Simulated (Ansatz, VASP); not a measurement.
## One calculation of NbRu, two programs

```
Nb Ru
1.0
     3.00443    0.00000    0.00000
     0.00000    3.00443    0.00000
     0.00000    0.00000    3.36495
Nb Ru
1 1
Cartesian
  0.0000 0.0000 0.0000
  1.5022 1.5022 1.6825
```

Alike in both runs: task relaxation of cell and atoms; functional LDA; k mesh 14 × 14 × 12; occupations fermi-dirac, width 0.15 eV; no spin polarisation.

```csv
,VASP,Ansatz
version,VASP 6.6.1,Ansatz 0.2.0
potentials or method,"VASP PAW LDA potentials, release 64 (Nb_sv, Ru_pv)","scalar-relativistic, plane waves, PAW"
plane-wave cutoff (eV),600,420
valence electrons in the cell,27,29
```

Ansatz gave:

- gap on the k mesh at the Fermi level, each at its own relaxed structure (eV): none
- relaxed volume (Å³/atom): 15.20
- relaxed cell length with the largest relative difference (Å): 3.007

Q: Which values does VASP return?

A: gap on the k mesh at the Fermi level, each at its own relaxed structure (eV): none; relaxed volume (Å³/atom): 15.22; relaxed cell length with the largest relative difference (Å): 3.009.

A gap of «none» marks a metal or a gap that the smearing closes. The two sets of potentials don't hold the same shells in valence.
